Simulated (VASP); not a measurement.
Given:

```xyz
2
Lattice="0.0000 3.0681 3.0681 3.0681 0.0000 3.0681 3.0681 3.0681 0.0000" Properties=species:S:1:pos:R:3 pbc="T T T"
Cd     0.0000     0.0000     0.0000
Se     1.5340     1.5340     1.5340
```

Calculation: TPSS meta-GGA, VASP's PBE PAW potentials (set 64) (plane waves; VASP). Settings: 520 eV cut-off, 7×7×7 Γ-centred mesh, Gaussian smearing of 0.050 eV, potentials Cd Se.

Question: Give the stress tensor in GPa (positive for a compressed cell).

Answer: 
```
1.85  0.00  0.00
0.00  1.85  0.00
0.00  0.00  1.85
```
The pressure is its mean diagonal, 1.85 GPa.

The compound is CdSe in the zinc blende structure, whereas wurtzite is the usual form. This cell is one point of a volume scan, at 0.97 of the reference volume.
